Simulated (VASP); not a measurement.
The system is Sb2TeO5.

```
Sb Te O
1.0
     3.08758   -3.42164    0.00000
     3.08758    3.42164    0.00000
     0.00000    0.00000    6.53768
Sb Te O
2 1 5
Direct
  0.72071 0.72071 0.00000
  0.27929 0.27929 0.00000
  0.00000 0.00000 0.50000
  0.37051 0.62949 0.00000
  0.62949 0.37051 0.00000
  0.00000 0.00000 0.79507
  0.00000 0.00000 0.20493
  0.50000 0.50000 0.50000
```

The cell was built by a generator and needn't be a form met in nature.

| Quantity | Value |
| --- | --- |
| Program | VASP 6.6.1 |
| Task | relaxation of cell and atoms |
| Functional | PBE |
| Potentials or basis | VASP PAW PBE potentials, release 64 (Sb, Te, O) |
| Cutoff | 520 eV |
| k mesh | 3 × 3 × 2 |
| Occupations | gaussian, width 0.15 eV |
| Spin | no spin polarisation |

At the start: pressure 62.5 GPa; volume 17.27 Å³/atom.

Task: Where does the relaxation end?

Result: Over 22 steps the energy falls by 1878.1 meV/atom and the volume is 20.16 Å³/atom (+16.8 %); space group Cmmm (No. 65, to 0.05 Å).

Step by step:
```csv
step,energy change (eV),largest force (eV/Å),pressure (GPa),volume (Å³)
1,0.0000,30.1230,62.49,138.14
2,220.2751,312.0974,96.87,313.82
3,36.0242,34.8030,42.24,188.12
4,-3.0640,23.2988,26.49,177.19
5,-6.9793,17.2024,19.00,164.23
6,-9.4392,13.0154,17.87,150.85
7,-10.3289,11.0173,19.64,144.41
8,-10.6048,9.8176,21.46,141.25
9,-10.6818,9.1321,22.60,139.69
10,-10.7019,8.7663,23.37,138.91
11,-12.5542,1.7763,-12.06,195.14
12,-14.0759,1.0423,-3.70,167.06
13,-14.0771,1.1473,-2.73,166.09
14,-14.5695,0.8351,0.39,160.64
15,-14.6349,1.1718,2.20,158.09
16,-14.8808,0.6653,0.48,160.56
17,-14.9451,0.5702,-0.86,162.41
18,-14.9849,0.3497,0.14,160.78
19,-14.9927,0.2000,1.03,159.58
20,-15.0160,0.1450,0.14,161.13
21,-15.0160,0.1909,0.01,161.19
22,-15.0244,0.0452,-0.18,161.29
```

Final structure:
```xyz
8
Lattice="2.9443 -3.5528 0.0000 2.9443 3.5528 0.0000 0.0000 0.0000 7.7095" Properties=species:S:1:pos:R:3 pbc="T T T"
Sb    4.4718    0.0000    7.7095
Sb    1.4168    0.0000    0.0000
Te    0.0000    0.0000    3.8547
O     2.9443    1.4359    7.7095
O     2.9443   -1.4359    7.7095
O     0.0000    0.0000    5.8570
O     0.0000    0.0000    1.8525
O     2.9443    0.0000    3.8547
```

Caveat: the k mesh is coarse (spacing up to 0.48 Å⁻¹), so the values aren't converged; the volume moved by over 15 % at a fixed basis, so the end points are rough.
